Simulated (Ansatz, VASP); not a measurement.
**SrTiO3 in two plane-wave programs**

Aim: how closely do two programs agree when they are given the same cell, functional and k mesh? Other levels of theory on this material are compared in a session of their own.

Method: plane waves, with VASP 6.6.1 beside it; single point at PBEsol, in Ansatz 0.2.0.

## Step 1: Set-up

Symmetry: Pm-3m, No. 221, cubic system. Conventional cell: a = 3.899 Å, b = 3.899 Å, c = 3.899 Å, α = 90.00°, β = 90.00°, γ = 90.00°. Nearest to Sr lie 12 O at 2.76 Å. Nearest to Ti lie 6 O at 1.95 Å. Nearest to O lie 2 Ti at 1.95 Å and 4 Sr at 2.76 Å. Farther neighbours and most contacts between anions are not listed.

## Step 2: VASP: single point, PBEsol

A single point gives forces, pressure and levels at one fixed geometry, so differences don't come from the geometry; what else differs is listed under the comparison.

Lines of VASP's logs that name or quote its potential files are left out, and so is its time.

INCAR

```
SYSTEM = SrTiO3
PREC = Accurate
ENCUT = 520
EDIFF = 1E-05
NELM = 100
ISMEAR = 0
SIGMA = 0.05
LREAL = .FALSE.
ALGO = Normal
GGA = PS
NBANDS = 26
LASPH = .TRUE.
LORBIT = 11
LWAVE = .FALSE.
LCHARG = .FALSE.
KPAR = 8
```

POSCAR

```
SrTiO3
1.0
    3.8990000000      0.0000000000      0.0000000000
    0.0000000000      3.8990000000      0.0000000000
    0.0000000000      0.0000000000      3.8990000000
Sr Ti O
1 1 3
Direct
    0.5000000000      0.5000000000      0.5000000000
    0.0000000000      0.0000000000      0.0000000000
    0.5000000000      0.0000000000      0.0000000000
    0.0000000000      0.5000000000      0.0000000000
    0.0000000000      0.0000000000      0.5000000000
```

KPOINTS

```
Automatic mesh
0
Gamma
6 6 6
0 0 0
```

Potentials, in the order of the species: Sr_sv, Ti_sv and O (PBE family, release 64).

Launch:

```console
$ mpirun -np 8 vasp_std
```

Numbers of over 12 decimals in the logs are rounded to 6 here.

The log of the run:

```text
[banner, memory and clock lines left out]
running    8 mpi-ranks, on    1 nodes
 distrk:  each k-point on    1 cores,    8 groups
 distr:  one band on    1 cores,    1 groups

 POSCAR found type information on POSCAR SrTiO
 POSCAR found :  3 types and       5 ions
|                                                                             |
|           W    W    AA    RRRRR   N    N  II  N    N   GGGG   !!!           |
|           W    W   A  A   R    R  NN   N  II  NN   N  G    G  !!!           |
|           W    W  A    A  R    R  N N  N  II  N N  N  G       !!!           |
|           W WW W  AAAAAA  RRRRR   N  N N  II  N  N N  G  GGG   !            |
|           WW  WW  A    A  R   R   N   NN  II  N   NN  G    G                |
|           W    W  A    A  R    R  N    N  II  N    N   GGGG   !!!           |
|                                                                             |
|     For optimal performance we recommend to set                             |
|       NCORE = 2 up to number-of-cores-per-socket                            |
|     NCORE specifies how many cores store one orbital (NPAR=cpu/NCORE).      |
|     This setting can greatly improve the performance of VASP for DFT.       |
|     The default, NCORE=1 might be grossly inefficient on modern             |
|     multi-core architectures or massively parallel machines. Do your        |
|     Unfortunately you need to use the default for GW and RPA                |
|     calculations (for HF NCORE is supported but not extensively tested      |
|     yet).                                                                   |
|                                                                             |

|                                                                             |
|               ----> ADVICE to this user running VASP <----                  |
|                                                                             |
|     You enforced a specific xc type in the INCAR file but a different       |
|     [... a line on the potential file left out ...]
|     I HOPE YOU KNOW WHAT YOU ARE DOING!                                     |
|                                                                             |

 LDA part: xc-table for (Slater+PW92), standard interpolation
 POSCAR, INCAR and KPOINTS ok, starting setup
 FFT: planning ... GRIDC
 FFT: planning ... GRID_SOFT
 FFT: planning ... GRID
 WAVECAR not read
 entering main loop
       N       E                     dE             d eps       ncg     rms          rms(c)
DAV:   1     0.425590634664E+03    0.42559E+03   -0.21025E+04  1040   0.166E+03
DAV:   2    -0.125225829146E+02   -0.43811E+03   -0.42537E+03  1254   0.455E+02
DAV:   3    -0.496382602516E+02   -0.37116E+02   -0.36939E+02  1220   0.136E+02
DAV:   4    -0.516002646144E+02   -0.19620E+01   -0.19596E+01  1748   0.266E+01
DAV:   5    -0.516374703945E+02   -0.37206E-01   -0.37184E-01  1376   0.309E+00    0.270E+01
DAV:   6    -0.420672099986E+02    0.95703E+01   -0.55882E+01  1542   0.682E+01    0.158E+01
DAV:   7    -0.420954605213E+02   -0.28251E-01   -0.76081E+00  1296   0.204E+01    0.112E+01
DAV:   8    -0.421191055770E+02   -0.23645E-01   -0.19396E+00  1270   0.143E+01    0.317E+00
DAV:   9    -0.420233816423E+02    0.95724E-01   -0.47448E-01  1322   0.696E+00    0.104E+00
DAV:  10    -0.420286528226E+02   -0.52712E-02   -0.15931E-01  1272   0.252E+00    0.101E+00
DAV:  11    -0.420159921938E+02    0.12661E-01   -0.47842E-02  1546   0.207E+00    0.189E-01
DAV:  12    -0.420158425160E+02    0.14968E-03   -0.31572E-03  1248   0.479E-01    0.856E-02
DAV:  13    -0.420158508830E+02   -0.83670E-05   -0.57945E-04  1742   0.221E-01    0.509E-02
DAV:  14    -0.420158513499E+02   -0.46689E-06   -0.11899E-04  1330   0.136E-01    0.252E-02
DAV:  15    -0.420158465694E+02    0.47805E-05   -0.54726E-05  1174   0.711E-02
   1 F= -.42015847E+02 E0= -.42015847E+02  d E =-.143422E-27
```

Parts of OUTCAR (step 2):

```text
ion  position               nearest neighbor table
   1  0.500  0.500  0.500-   3 2.76   4 2.76   5 2.76   3 2.76   4 2.76   3 2.76   5 2.76   3 2.76
                             4 2.76   5 2.76   4 2.76   5 2.76   2 3.38   2 3.38   2 3.38   2 3.38
   2  0.000  0.000  0.000-   3 1.95   4 1.95   5 1.95   5 1.95   4 1.95   3 1.95   1 3.38   1 3.38
                             1 3.38   1 3.38   1 3.38   1 3.38   1 3.38   1 3.38
   3  0.500  0.000  0.000-   2 1.95   2 1.95   1 2.76   1 2.76   1 2.76   1 2.76
   4  0.000  0.500  0.000-   2 1.95   2 1.95   1 2.76   1 2.76   1 2.76   1 2.76
   5  0.000  0.000  0.500-   2 1.95   2 1.95   1 2.76   1 2.76   1 2.76   1 2.76

  LATTYP: Found a simple cubic cell.
 ALAT       =     3.8990000000

 Subroutine GETGRP returns: Found 48 space group operations
 (whereof 48 operations were pure point group operations)

The static configuration has the point symmetry O_h .

 Found     20 irreducible k-points:

   k-points           NKPTS =     20   k-points in BZ     NKDIM =     20   number of bands    NBANDS=     26

   dimension x,y,z NGX =    30 NGY =   30 NGZ =   30
   dimension x,y,z NGXF=    60 NGYF=   60 NGZF=   60

   ENCUT  =  520.0 eV  38.22 Ry    6.18 a.u.   7.25  7.25  7.25*2*pi/ulx,y,z

   NELECT =      40.0000    total number of electrons

 k-points in reciprocal lattice and weights: Automatic mesh
   0.00000000  0.00000000  0.00000000       0.005
   0.16666667  0.00000000  0.00000000       0.028
   0.33333333  0.00000000  0.00000000       0.028
   0.50000000  0.00000000  0.00000000       0.014
   0.16666667  0.16666667  0.00000000       0.056
   0.33333333  0.16666667  0.00000000       0.111
   0.50000000  0.16666667  0.00000000       0.056
   0.33333333  0.33333333  0.00000000       0.056
   0.50000000  0.33333333  0.00000000       0.056
[...]
0.50000000  0.50000000  0.33333333       0.028
   0.50000000  0.50000000  0.50000000       0.005

 average (electrostatic) potential at core
       1 -34.2721       2 -76.2130       3 -69.4732       4 -69.4732       5 -69.4732

 E-fermi :   4.4387

 k-point     1 :       0.0000    0.0000    0.0000
  band No.  band energies     occupation
    ...
     16       2.8689      2.00000
     17       2.8689      2.00000
     18       3.7073      2.00000
     19       3.7073      2.00000
     20       3.7073      2.00000
     21       5.8692      0.00000
     22       5.8692      0.00000
     23       5.8692      0.00000
     24       8.4261      0.00000
     25       8.4261      0.00000
    ...

 k-point     2 :       0.1667    0.0000    0.0000
  band No.  band energies     occupation
    ...
     16       2.5169      2.00000
     17       2.6256      2.00000
     18       2.9354      2.00000
     19       3.5547      2.00000
     20       3.5547      2.00000
     21       5.9124      0.00000
     22       6.4651      0.00000
     23       6.4651      0.00000
     24       8.4340      0.00000
     25       9.1702      0.00000
    ...

 k-point     3 :       0.3333    0.0000    0.0000
  band No.  band energies     occupation
    ...
     16       1.9300      2.00000
     17       1.9300      2.00000
     18       2.2041      2.00000
     19       3.3864      2.00000
     20       3.3864      2.00000
     21       6.0022      0.00000
     22       7.4263      0.00000
     23       7.4263      0.00000
     24       8.4422      0.00000
     25      10.2148      0.00000
    ...

  Total       -0.1235105     -0.1235105     -0.1235105     -0.0000000      0.0000000     -0.0000000
  in kB       -3.3385261     -3.3385261     -3.3385261     -0.0000000      0.0000000     -0.0000000
  external PRESSURE =      -3.3385261 kB  Pullay stress =       0.0000000 kB

  energy-cutoff  :      520.00
  volume of cell :       59.27
      direct lattice vectors                 reciprocal lattice vectors
     3.899000000  0.000000000  0.000000000     0.256476019  0.000000000  0.000000000
     0.000000000  3.899000000  0.000000000     0.000000000  0.256476019  0.000000000
     0.000000000  0.000000000  3.899000000     0.000000000  0.000000000  0.256476019

 POSITION                                       TOTAL-FORCE (eV/Angst)
 -----------------------------------------------------------------------------------
      1.94950      1.94950      1.94950         0.000000      0.000000      0.000000
      0.00000      0.00000      0.00000         0.000000      0.000000      0.000000
      1.94950      0.00000      0.00000         0.000000      0.000000      0.000000
      0.00000      1.94950      0.00000         0.000000      0.000000      0.000000
      0.00000      0.00000      1.94950         0.000000      0.000000      0.000000
 -----------------------------------------------------------------------------------
    total drift:                                0.000000     -0.000000      0.000000

  FREE ENERGIE OF THE ION-ELECTRON SYSTEM (eV)
  ---------------------------------------------------
  free  energy   TOTEN  =       -42.0158465694 eV

  energy  without entropy=      -42.0158465694  energy(sigma->0) =      -42.01584657

 total charge
# of ion       s       p       d       tot
------------------------------------------
    1        1.997   5.761   0.207   7.965
    2        2.235   6.330   1.779  10.345
    3        1.560   3.474   0.000   5.033
    4        1.560   3.474   0.000   5.033
    5        1.560   3.474   0.000   5.033
--------------------------------------------------
tot          8.911  22.513   1.986  33.411

[... 3 further parts left out ...]
```

The run ends at a pressure of -0.33 GPa.

## Step 3: Ansatz: single point, PBEsol

Ansatz runs on its default PAW (the set named soft_2) files.

The same cell, functional, mesh and smearing now go to Ansatz, which takes its cutoff from its data sets.

input.yaml

```yaml
crystal:
  lattice:
    - [3.899, 0.0, 0.0]
    - [0.0, 3.899, 0.0]
    - [0.0, 0.0, 3.899]
  atoms:
    - { symbol: Sr, position: [0.5, 0.5, 0.5] }
    - { symbol: Ti, position: [0.0, 0.0, 0.0] }
    - { symbol: O, position: [0.5, 0.0, 0.0] }
    - { symbol: O, position: [0.0, 0.5, 0.0] }
    - { symbol: O, position: [0.0, 0.0, 0.5] }
hamiltonian:
  xc: pbesol
  pseudopotentials: { kind: paw }
kpoints:
  mp_grid: { grid: [6, 6, 6] }
scf:
  occupations: { method: gaussian, width: 0.05 }
  n_extra_bands: 5
output:
  forces: true
  stress: true
  eigenvalues: true
```

Launch:

```console
$ ansatz run input.yaml --threads 2 --pin off --max-ram 4608MiB --backend cpu --events-out ev --progress --plain --runs-dir out
```

The log of the run:

```text
scf.n_extra_bands = 5 over 20 filled bands (N_el = 40.0): the run solves 25 bands
Engine: ansatz 0.2.0, aarch64-unknown-linux-gnu
Pseudopotentials: kind: paw
Pseudopotential: Sr, paw, valence charge 10, recommended cutoff 420 eV (normal), Sr.paw.azcp
Pseudopotential: Ti, paw, valence charge 12, recommended cutoff 420 eV (normal), Ti.paw.azcp
Pseudopotential: O, paw, valence charge 6, recommended cutoff 420 eV (normal), O.paw.azcp
Functional definition: PBEsol
  exchange = pbesol_x
  correlation = pbesol_c
Crystal: 5 atoms, lattice volume = 59.273 Å³
Basis set: ecut = 420 eV, 1189 PW (Γ), exchange–correlation on 54×54×54 points (8 copies of the dense FFT grid, shifted against one another)
Bands: 25, of which v1, the nominal top of the filled ones, is band 20 counted from 1 (19 counted from 0)
Symmetry: 48 space group operations
Space group: Pm-3m (ITA 221), of the structure as read, at distance tolerance 3.9e-5 Å
k-points: 20 of 216
Non-local potential: Sr, projectors of the file, l = 0: 3, l = 1: 2, l = 2: 2
Non-local potential: Ti, projectors of the file, l = 0: 3, l = 1: 2, l = 2: 3, l = 3: 1
Non-local potential: O, projectors of the file, l = 0: 2, l = 1: 2, l = 2: 1
PAW form: soft (Blöchl's): semilocal exchange-correlation on the pseudo side does not see the compensation charge
PAW frozen core: Sr, regenerated for the run's functional, and the local potential with it (the file was generated under x = pbe(κ = 0.804, μ = 0.219515), c = pbe(β = 0.066725))
PAW frozen core: Ti, regenerated for the run's functional, and the local potential with it (the file was generated under x = pbe(κ = 0.804, μ = 0.219515), c = pbe(β = 0.066725))
PAW frozen core: O, regenerated for the run's functional, and the local potential with it (the file was generated under x = pbe(κ = 0.804, μ = 0.219515), c = pbe(β = 0.066725))
PAW one-centre angular grid: Sr, 110 points (default); XC on 64 Gauss nodes
PAW one-centre angular grid: Ti, 590 points (default); XC on 64 Gauss nodes
PAW one-centre angular grid: O, 110 points (default); XC on 64 Gauss nodes
Initial density: superposition of atomic densities (neutral atoms: chi_scale 0, normalization atom), corrected by the library's trained network
Initial wavefunctions: pseudopotential atomic-orbital guess
Functional: x = pbesol(κ = 0.804, μ = 0.123457), c = pbesol(β = 0.046)
SCF iter   1: F=—  HF=-7657.271424 eV  |F-HF|=—  |Δ(HF+E_count)|=         —  Δρ=1.69e-2  dr2=1.42e-1  ethr=1.77e-3  ⟨swp⟩=7.0  Hψ=2610  notcnv=0
preconditioner: auto → Resta (q_TF=auto, 2.555 Å⁻¹)  ε∞=5.7  [insulator: Δε(μ)=1.641 eV  Ē_g=12.213 eV  σ=0.050 eV  W_gap=1.00  n_scr=18 (ndim 8)  ℏωp=26.4 eV  f_vac=0.000  D(μ)=0.00/eV (n_scr^D=0)  ε∞_Penn≈5.7]
SCF iter   2: F=—  HF=-7657.242738 eV  |F-HF|=—  |Δ(HF+E_count)|=   2.87e-2  Δρ=4.29e-3  dr2=1.23e-2  ethr=3.55e-4  ⟨swp⟩=2.0  Hψ=883  notcnv=0  defer=19
SCF iter   3: F=—  HF=-7657.240802 eV  |F-HF|=—  |Δ(HF+E_count)|=   1.94e-3  Δρ=1.37e-3  dr2=1.20e-3  ethr=3.08e-5  ⟨swp⟩=2.2  Hψ=646  notcnv=0  defer=20
SCF iter   4: F=—  HF=-7657.240646 eV  |F-HF|=—  |Δ(HF+E_count)|=   1.56e-4  Δρ=1.25e-4  dr2=4.14e-6  ethr=2.99e-6  ⟨swp⟩=1.9  Hψ=553  notcnv=0  defer=20
SCF iter   5: F=—  HF=-7657.240895 eV  |F-HF|=—  |Δ(HF+E_count)|=   2.49e-4  Δρ=2.96e-5  dr2=3.06e-7  ethr=1.03e-8  ⟨swp⟩=2.1  Hψ=873  notcnv=0  defer=20
SCF iter   6: F=-7657.240895 eV  HF=-7657.240895 eV  |F-HF|=1.98e-8  |Δ(HF+E_count)|=   3.89e-7  Δρ=5.88e-6  dr2=2.63e-8  ethr=2.50e-10  ⟨swp⟩=9.8  Hψ=2478  notcnv=0
SCF 1 converged in 6 iterations: F = -7657.240895 eV  dr2 = 2.63e-8
  greatest PAW one-centre occupation: 0.999 electrons in one spin orbital (limit 2), on the Ti atom at site 1 (counted from 0), in its partial waves of l = 0
SCF converged after 6 iterations
Free energy (F): -7657.240895 eV
Harris-Foulkes:  -7657.240895 eV  (|F-HF|=1.98e-8)
Internal energy: -7657.240895 eV  (E = F + TS)
E sigma→0 (E₀):  -7657.240895 eV
Fermi energy:    10.838577 eV
--- Per-component energies (eV) ---
  E_band       = -205.546432
  E_kinetic    = 1045.486388
  E_local      = -2374.708165  (includes V_loc(G=0)·N_el)
  E_nonlocal   = 351.435043
  E_hartree    = 827.854221
  E_xc         = -490.839110
  E_vxc        = -568.773315  (∫ρ·V_xc dr)
  E_paw        = -4121.104932  (= ΣΔE_a)
  E_vpaw       = -314.706885  (= ΣTr[D̂ρ^β])
  E_aug_tail   = 0.007604  (compensation charges beyond the density's cutoff)
  E_ewald      = -2895.751539
  E_core_change = 0.379595  (= ΣΔE_core)
  E_smearing   = -0.000000  (= −TS)
  E_closure    = -0.000000  (closes the sum)
  Σ components = -7657.240895   (vs F -7657.240895, Δ=0.00e0)
--- Forces (eV/Å), atoms counted from 1 ---
  atom   1  Sr    -0.00000000    -0.00000000     0.00000000
  atom   2  Ti    -0.00000000     0.00000000     0.00000000
  atom   3  O     -0.00000000    -0.00000000     0.00000000
  atom   4  O      0.00000000    -0.00000000    -0.00000000
  atom   5  O      0.00000000     0.00000000     0.00000000
  max |Σ_I F_I| component: 1.27e-29 eV/Å
--- Stress (GPa, compression-positive) ---
       -1.114833      -0.000000       0.000000
        0.000000      -1.114833       0.000000
        0.000000       0.000000      -1.114833
  P = ⅓ Tr σ = -1.1148 GPa (-11.148 kbar)
--- Band table (eV; the first three rows and the last of 20) ---
  k-point 0: bands = [... 16 lower, 8.7205, 9.5731, 9.5731, 9.5731, 11.7585, 11.7585, 11.7585, 14.3291, ... 1 higher]
  k-point 1: bands = [... 16 lower, 8.4831, 8.8011, 9.4204, 9.4204, 11.8007, 12.3514, 12.3514, 14.3366, ... 1 higher]
  k-point 2: bands = [... 16 lower, 7.7907, 8.0693, 9.2524, 9.2524, 11.8883, 13.3113, 13.3113, 14.3444, ... 1 higher]
  k-point 19: bands = [... 16 lower, 6.1382, 9.9186, 9.9186, 9.9186, 14.4434, 14.4434, 14.4434, 16.8318, ... 1 higher]
```

Run time: 2 s. Hardware: 2 threads of Arm Neoverse N1, shared host; peak memory 0.33 GiB; 3.5 s of CPU time.

The column dr2 measures how far the density is from self-consistency, as an energy; F and HF (Harris–Foulkes) agree once it is small.

The run ends at a pressure of -1.11 GPa.

## Step 4: Differences

Known differences besides the potentials themselves: the cutoff is 420 eV in Ansatz and 520 eV in VASP; Ansatz makes its cores anew for this functional, VASP keeps those of its PBE data sets. Total energies have different zeros and are not compared.

The two programs side by side:

| quantity | Ansatz | VASP | difference |
| --- | --- | --- | --- |
| pressure (GPa) | -1.11 | -0.33 | -0.78 |
| pressure without Ansatz's Pulay correction (GPa) | -1.75 | -0.33 | -1.42 |
| gap on the k mesh (eV) | 1.840 | 1.806 | +0.034 |

A gap on the mesh is an upper bound, since the band edges may lie between its points. Ansatz's pressure holds a Pulay correction of 0.64 GPa; VASP's holds none.

## Step 5: Results

```
difference in gap on the k mesh (single point, PBEsol) : 0.034 eV
difference in pressure (single point, PBEsol)          : -0.78 GPa
```

What this shows: The difference in pressure is -0.78 GPa (single point, PBEsol), within the 1 GPa picked in this series as the mark of a large difference. 13 further runs of this series are not shown here. How closely two codes agree says nothing of how well the functional describes the real material.

[Lines on the potential files, build, host, timing and source positions are cut from VASP's logs without a mark.]

[Logs are printed without paths, hosts, clocks, repeated set-up lines and the standing remarks that a program may print on its own settings, such as how far it seeks lower states.]

[Hosts, paths, dates, database ids (printed as entryN), source tags and the programs' standing remarks are cut or masked in the printed files.]
